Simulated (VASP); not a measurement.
ZnS: band gap against strain

ZnS (zinc blende, F-43m, 19.492 Å³/atom and stress up to 0.27 GPa in the relaxed cell, cube axes along x, y and z) under an equal strain ε along all three axes. r2SCAN in VASP (plane waves, PAW), 480 eV, 10×10×10 Γ-centred mesh, Gaussian smearing 0.05 eV; ions are relaxed, or left where forces stay under 0.02 eV/Å, within the symmetry of each cell. Gaps are the smallest on the run's k-mesh, which can miss an edge that lies off it, without spin-orbit coupling; in all rows the valence edge lies at Γ and the conduction edge at Γ.

Here s stands for strain and Eg for gap.

| strain (%) | gap (eV) |
|---|---|
| -1.50 | 2.947 |
| -1.00 | 2.874 |
| -0.50 | 2.802 |
| 0.00 | 2.731 |
| 0.50 | 2.661 |
| 1.00 | 2.591 |
| 1.50 | 2.523 |
| 3.00 | ? |

The 7 complete rows are fitted with a straight line, Eg against s. Means: s 0, Eg 2.7327. About the means, the sum of products is -0.98950 and the sum of squares of s is 7.0000; the slope is their ratio. Least squares gives Eg = 2.7327 - 0.14136·s. Residuals (row less fit): 0.0023, -0.0001, -0.0014, -0.0017, -0.0010, -0.0003, 0.0023; standard error 0.0018 (degrees of freedom: 5). Over these rows the gap moves by -14.14 ± 0.07 eV per unit strain, or -4.7 eV per unit of ln V.

Q: Estimate the missing Eg (s = 3.00); what did the run itself give?

A: Eg = 2.7327 - 0.14136 × 3.0 = 2.3086 eV. The calculation gives 2.324 eV, 0.0154 eV above the prediction (2.5 % of the range of Eg in the table). The row lies outside the fitted rows, so this is an extrapolation. From the scatter of the fitted rows alone, a prediction at this place has a standard error of 0.0028 eV, so the miss is 5.5 times that.

A polynomial of degree 2 through the 12 other runs of the series gives 2.324 there, so most of the miss is curvature that the fit leaves out. Other structures, which can take over under pressure, weren't tried. Rows are the converged runs of the series near zero and its far end; series whose fitted rows scatter by over a few per cent of the range, as at a crossing or softening among them, aren't shown in this form, nor equations of state whose B0' disagrees with the runs' pressures. Most that stay on the fit to the last digits aren't either.
